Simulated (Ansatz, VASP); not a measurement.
# Ge (Germanium) in two plane-wave programs, part 3 of 3

Aim: how closely do two programs agree when they are given the same cell, functional and k mesh? The cell is taken from a series of runs on this material, whose earlier steps may have relaxed, scaled, displaced or heated it; both programs get it as it stands.

VASP 6.6.1 and Ansatz 0.2.0.

So far: Set-up; Ansatz: zone-centre phonons, PBEsol; VASP: zone-centre phonons, PBEsol.

## 3. VASP: zone-centre phonons, PBEsol (continued)

Level of this step: PBEsol; plane waves and PAW (Ge_d) (VASP).

Numbers of over 12 decimals in the logs are rounded to 6 here.

From OUTCAR (step 3):

```text
ion  position               nearest neighbor table
   1  0.498  0.498  0.498-   2 2.47   2 2.51   2 2.51   2 2.51
   2  0.752  0.752  0.752-   1 2.47   1 2.51   1 2.51   1 2.51

  LATTYP: Found a trigonal (rhomboedric) cell.
 ALAT       =     4.0232992111
 COS(alpha) =     0.4722055050

 Subroutine GETGRP returns: Found 12 space group operations
 (whereof  6 operations were pure point group operations)

The static configuration has the point symmetry C_3v.
 The point group associated with its full space group is D_3d.

   k-points           NKPTS =   1728   k-points in BZ     NKDIM =   1728   number of bands    NBANDS=     20

   dimension x,y,z NGX =    30 NGY =   30 NGZ =   30
   dimension x,y,z NGXF=    60 NGYF=   60 NGZF=   60

   ENCUT  =  500.0 eV  36.75 Ry    6.06 a.u.   7.34  7.34  7.34*2*pi/ulx,y,z

   NELECT =      28.0000    total number of electrons

 k-points in reciprocal lattice and weights: Points of the shifted mesh
   0.04166667  0.04166667  0.04166667       0.001
   0.04166667  0.04166667  0.12500000       0.001
   0.04166667  0.04166667  0.20833333       0.001
   0.04166667  0.04166667  0.29166667       0.001
   0.04166667  0.04166667  0.37500000       0.001
   0.04166667  0.04166667  0.45833333       0.001
   0.04166667  0.04166667  0.54166667       0.001
   0.04166667  0.04166667  0.62500000       0.001
   0.04166667  0.04166667  0.70833333       0.001
[...]
0.95833333  0.95833333  0.87500000       0.001
   0.95833333  0.95833333  0.95833333       0.001

 average (electrostatic) potential at core
       1 -74.6551       2 -74.6551

  Total       -0.8711402     -0.8711402     -0.8711402      0.4175945      0.4175945      0.4175945
  in kB      -29.1200941    -29.1200941    -29.1200941     13.9591655     13.9591655     13.9591655
  external PRESSURE =     -29.1200941 kB  Pullay stress =       0.0000000 kB

  energy-cutoff  :      500.00
  volume of cell :       47.93
      direct lattice vectors                 reciprocal lattice vectors
    -0.078545444  2.844359959  2.844359959    -0.168667700  0.173457638  0.173457638
     2.844359959 -0.078545444  2.844359959     0.173457638 -0.168667700  0.173457638
     2.844359959  2.844359959 -0.078545444     0.173457638  0.173457638 -0.168667700

 POSITION                                       TOTAL-FORCE (eV/Angst)
 -----------------------------------------------------------------------------------
      2.79433      2.79433      2.79433         0.001099      0.001099      0.001099
      4.21839      4.21839      4.21839        -0.001099     -0.001099     -0.001099
 -----------------------------------------------------------------------------------
    total drift:                               -0.000000     -0.000000     -0.000000

 Eigenvectors and eigenvalues of the dynamical matrix
 ----------------------------------------------------

   1 f  =    8.382658 THz    52.669792 2PiTHz  279.615367 cm-1    34.667872 meV
             X         Y         Z           dx          dy          dz
      2.794326  2.794326  2.794326    -0.408248   -0.408248   -0.408248
      4.218392  4.218392  4.218392     0.408248    0.408248    0.408248

   2 f  =    7.998254 THz    50.254514 2PiTHz  266.793046 cm-1    33.078107 meV
             X         Y         Z           dx          dy          dz
      2.794326  2.794326  2.794326     0.479157    0.039359   -0.518516
      4.218392  4.218392  4.218392    -0.479157   -0.039359    0.518516

   3 f  =    7.998254 THz    50.254514 2PiTHz  266.793046 cm-1    33.078107 meV
             X         Y         Z           dx          dy          dz
      2.794326  2.794326  2.794326     0.322089   -0.576007    0.253918
      4.218392  4.218392  4.218392    -0.322089    0.576007   -0.253918

   4 f  =    0.000000 THz     0.000000 2PiTHz    0.000002 cm-1     0.000000 meV
             X         Y         Z           dx          dy          dz
      2.794326  2.794326  2.794326     0.706015    0.004058    0.039067
      4.218392  4.218392  4.218392     0.706015    0.004058    0.039067

   5 f  =    0.000000 THz     0.000000 2PiTHz    0.000001 cm-1     0.000000 meV
             X         Y         Z           dx          dy          dz
      2.794326  2.794326  2.794326     0.024223   -0.598634   -0.375567
      4.218392  4.218392  4.218392     0.024223   -0.598634   -0.375567

   6 f/i=    0.000000 THz     0.000001 2PiTHz    0.000006 cm-1     0.000001 meV
             X         Y         Z           dx          dy          dz
      2.794326  2.794326  2.794326    -0.030918   -0.376326    0.597849
      4.218392  4.218392  4.218392    -0.030918   -0.376326    0.597849

 ELASTIC MODULI CONTR FROM IONIC RELAXATION (kBar)
 Direction    XX          YY          ZZ          XY          YZ          ZX
 --------------------------------------------------------------------------------
 XX          -2.2022     -2.0776     -2.0776    -11.5426    -15.2378    -10.6128
 YY          -2.0776     -2.2022     -2.0776    -10.6128    -11.5426    -15.2378
 ZZ          -2.0776     -2.0776     -2.2022    -15.2378    -10.6128    -11.5426
 XY         -11.5426    -10.6128    -15.2378   -169.3735    -25.2839    -25.2839
 YZ         -15.2378    -11.5426    -10.6128    -25.2839   -169.3735    -25.2839
 ZX         -10.6128    -15.2378    -11.5426    -25.2839    -25.2839   -169.3735
 --------------------------------------------------------------------------------
```

## 4. Differences

Known differences besides the potentials themselves: the cutoff is 420 eV in Ansatz and 500 eV in VASP; Ansatz makes its cores anew for this functional, VASP keeps those of its PBE data sets. Total energies have different zeros and are not compared.

The two programs side by side:

```
                  quantity  Ansatz   VASP  difference
optical mode 1 to 2 (cm⁻¹)   267.8  266.8     +0.36 %
     optical mode 3 (cm⁻¹)   281.0  279.6     +0.50 %
```

Modes are paired by rising frequency, not by their patterns, so a pair may set unlike modes beside each other; they are those without the splitting of longitudinal modes.

## 5. Outcome

| Property | Result |
| --- | --- |
| r.m.s. difference of the optical zone-centre modes, each program's sorted by frequency (zone-centre phonons, PBEsol) | 1.1 cm⁻¹ |

In words: The r.m.s. difference of the optical zone-centre modes, each program's sorted by frequency is 1.1 cm⁻¹ (zone-centre phonons, PBEsol). Such differences can come from data sets, numerical settings and the points named under the comparisons, not from the functional's error against experiment.

[Lines on the potential files, build, host, timing and source positions are cut from VASP's logs without a mark.]

[Logs are printed without paths, hosts, clocks, repeated set-up lines and the standing remarks that a program may print on its own settings, such as how far it seeks lower states.]

[Hosts, paths, dates, database ids (printed as entryN), source tags and the programs' standing remarks are cut or masked in the printed files.]
